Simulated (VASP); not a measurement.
Input of a VASP 6.6.1 run:

The input INCAR:

```
SYSTEM = Sn
ALGO = Normal
EDIFF = 1E-7
EDIFFG = -0.005
ENCUT = 600
GGA = RP
IBRION = 2
ISIF = 3
ISMEAR = 0
LASPH = .True.
LCHARG = .False.
LREAL = .False.
LWAVE = .False.
NELM = 100
NSW = 90
PREC = Accurate
SIGMA = 0.1
```

The input KPOINTS:

```
k-points
0
Gamma
  16 16 16
  0 0 0
```

Contents of POSCAR:

```
Sn
1.0
   -2.9161500000      2.9161500000      1.5911500000
    2.9161500000     -2.9161500000      1.5911500000
    2.9161500000      2.9161500000     -1.5911500000
Sn
2
Direct
    0.0000000000      0.0000000000      0.0000000000
    0.7500000000      0.2500000000      0.5000000000
```

Potentials or basis: VASP PAW PBE potentials, release 64 (Sn_d).

Command:

```sh
$ cat potpaw_PBE.64/Sn_d/POTCAR > POTCAR
$ mpirun -np 1 vasp_std > vasp.out
```

Question: Predict the relaxed cell.

Answer: a = 4.545 Å, b = 4.545 Å, c = 4.545 Å, α = 97.33°, β = 97.33°, γ = 138.16°.

Question: What does it give for the relaxed volume?

Answer: 29.26 Å³/atom.

Question: Estimate the space group after relaxing (to 0.05 Å).

Answer: I4_1/amd (No. 141).

Question: Estimate the band gap on the k mesh.

Answer: None (metal or under the smearing width).

Final structure:
```cif
data_structure
_symmetry_space_group_name_H-M 'P 1'
_symmetry_Int_Tables_number 1
_cell_length_a 4.5453
_cell_length_b 4.5453
_cell_length_c 4.5453
_cell_angle_alpha 97.325
_cell_angle_beta 97.325
_cell_angle_gamma 138.158
_cell_volume 58.51
loop_
_atom_site_label
_atom_site_type_symbol
_atom_site_fract_x
_atom_site_fract_y
_atom_site_fract_z
_atom_site_occupancy
Sn1 Sn 0.00000 0.00000 0.00000 1
Sn2 Sn 0.75000 0.25000 0.50000 1
```

Caveat: the PAW data sets were made with another functional, which shifts forces and pressure a little. RPBE and its kin give volumes clearly too large for solids.
